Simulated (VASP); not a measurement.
Output of a VASP run:

**OSZICAR**
```
       N       E                     dE             d eps       ncg     rms          rms(c)
DAV:   1     0.501428571300E+03    0.50143E+03   -0.19725E+04  6036   0.617E+02
DAV:   2    -0.760170704482E+02   -0.57745E+03   -0.50921E+03  6196   0.210E+02
DAV:   3    -0.169119789013E+03   -0.93103E+02   -0.89069E+02  6726   0.824E+01
DAV:   4    -0.172845169783E+03   -0.37254E+01   -0.37116E+01  7128   0.168E+01
DAV:   5    -0.172930705819E+03   -0.85536E-01   -0.85509E-01  8040   0.284E+00    0.771E+00
DAV:   6    -0.163455308760E+03    0.94754E+01   -0.20724E+00  8623   0.136E+01    0.302E+00
DAV:   7    -0.156107797746E+03    0.73475E+01   -0.11613E+00  6450   0.316E+00    0.212E+00
DAV:   8    -0.159912256534E+03   -0.38045E+01   -0.90733E-01  6162   0.298E+00    0.145E+00
DAV:   9    -0.155724049732E+03    0.41882E+01   -0.59358E-01  6140   0.230E+00    0.577E-01
DAV:  10    -0.156377949809E+03   -0.65390E+00   -0.21999E-01  6068   0.150E+00    0.240E-01
DAV:  11    -0.156272924359E+03    0.10503E+00   -0.10318E-01  6190   0.101E+00    0.338E-01
DAV:  12    -0.156373079972E+03   -0.10016E+00   -0.26482E-02  6065   0.516E-01    0.160E-01
DAV:  13    -0.156424784232E+03   -0.51704E-01   -0.43184E-02  6200   0.695E-01    0.235E-01
DAV:  14    -0.156427837327E+03   -0.30531E-02   -0.12120E-03  7255   0.123E-01    0.144E-01
DAV:  15    -0.156443787201E+03   -0.15950E-01   -0.26513E-03  6276   0.188E-01    0.193E-02
DAV:  16    -0.156447392721E+03   -0.36055E-02   -0.10082E-03  6548   0.107E-01    0.198E-02
DAV:  17    -0.156447255707E+03    0.13701E-03   -0.11298E-04  7032   0.366E-02    0.459E-03
DAV:  18    -0.156447409428E+03   -0.15372E-03   -0.91658E-05  6190   0.298E-02    0.695E-03
DAV:  19    -0.156447421592E+03   -0.12164E-04   -0.58117E-06  6368   0.863E-03    0.154E-03
DAV:  20    -0.156447422043E+03   -0.45065E-06   -0.78694E-07  7055   0.301E-03    0.188E-03
DAV:  21    -0.156447422187E+03   -0.14443E-06   -0.13978E-07  6568   0.128E-03    0.121E-03
DAV:  22    -0.156447422453E+03   -0.26532E-06   -0.94394E-08  6159   0.101E-03    0.511E-04
DAV:  23    -0.156447422467E+03   -0.14664E-07   -0.28103E-08  5728   0.588E-04
   1 F= -.15644742E+03 E0= -.15644742E+03  d E =-.419672E-32
 imaginary and real dielectric function
```

OUTCAR:
```
------------------------ aborting loop because EDIFF is reached ----------------------------------------
  FORCE on cell =-STRESS in cart. coord.  units (eV):
  Direction    XX          YY          ZZ          XY          YZ          ZX
  --------------------------------------------------------------------------------------
  Total        0.0462329      0.0462329      0.1093557      0.0000000     -0.0000000      0.0000000
  in kB        0.5517917      0.5517917      1.3051653      0.0000000     -0.0000000      0.0000000
  external PRESSURE =       0.8029162 kB  Pullay stress =       0.0000000 kB
  volume of cell :      134.24
      direct lattice vectors                 reciprocal lattice vectors
     4.186553822  0.000000000  0.000000000     0.238859941  0.000000000  0.000000000
     0.000000000  4.186553822  0.000000000     0.000000000  0.238859941  0.000000000
     0.000000000  0.000000000  7.659021886     0.000000000  0.000000000  0.130564975
 POSITION                                       TOTAL-FORCE (eV/Angst)
 -----------------------------------------------------------------------------------
      0.00000      2.09328      6.19987         0.000000      0.000000      0.011741
      2.09328      0.00000      1.45916         0.000000      0.000000     -0.011741
      2.09328      0.00000      4.99529         0.000000      0.000000     -0.006072
      0.00000      2.09328      2.66373         0.000000      0.000000      0.006072
      2.09328      2.09328      0.00000         0.000000      0.000000      0.000000
      0.00000      0.00000      0.00000         0.000000     -0.000000      0.000000
 -----------------------------------------------------------------------------------
    total drift:                                0.000000     -0.000000     -0.000000
  FREE ENERGIE OF THE ION-ELECTRON SYSTEM (eV)
  ---------------------------------------------------
  free  energy   TOTEN  =      -156.4474224673 eV

  energy  without entropy=     -156.4474224673  energy(sigma->0) =     -156.44742247

 plasma frequency squared (from intraband transitions) (eV^2)
  --------------------------------------------------------------------------------------
       0.000       0.000       0.000
       0.000       0.000       0.000
       0.000       0.000       0.000

 plasma frequency squared (from interband transitions, int dw w eps(2)(w)) (eV^2)
  --------------------------------------------------------------------------------------
     439.612       0.000       0.000      -0.000      -0.000      -0.000
       0.000       0.000     439.612       0.000       0.000       0.000
      -0.000       0.000       0.000      -0.000     440.206       0.000
```
(Selected blocks of OUTCAR.)

### POSCAR
```
PbBrF
1
    4.1865538224     0.0000000000     0.0000000000
    0.0000000000     4.1865538224     0.0000000000
    0.0000000000     0.0000000000     7.6590218865
Pb Br F
2 2 2
Direct
  0.0000000000   0.5000000000   0.8094853765
  0.5000000000   0.0000000000   0.1905146235
  0.5000000000   0.0000000000   0.6522098903
  0.0000000000   0.5000000000   0.3477901097
  0.5000000000   0.5000000000   0.0000000000
  0.0000000000   0.0000000000   0.0000000000
```

Question: Reconstruct the remaining input files.

Answer: One answer among several that fit: the input of the run itself, r2SCAN meta-GGA, plane waves, VASP's PBE PAW potentials (set 64).

INCAR:
```
ALGO=Normal
CSHIFT=0.1
EDIFF=1E-7
ENCUT=520
ISMEAR=0
LASPH=T
LCHARG=F
LMAXMIX=4
LMIXTAU=T
LOPTICS=T
LPEAD=T
LREAL=F
LWAVE=F
METAGGA=R2SCAN
NBANDS=99
NEDOS=1001
NELM=100
PREC=Accurate
SIGMA=0.01
SYSTEM=PbBrF
```

**KPOINTS**
```
Automatic mesh
0
Gamma
7 7 4
0 0 0
```

POTCAR, in this order: Pb_d Br F (PBE.64 set). Program: vasp_std.

The dielectric response may not be converged in the k-mesh; for small gaps it tends to come out too large.

The structure comes from a computed database's PbBrF entry (P4/nmm); how it stands against other phases isn't given here. It was relaxed first.
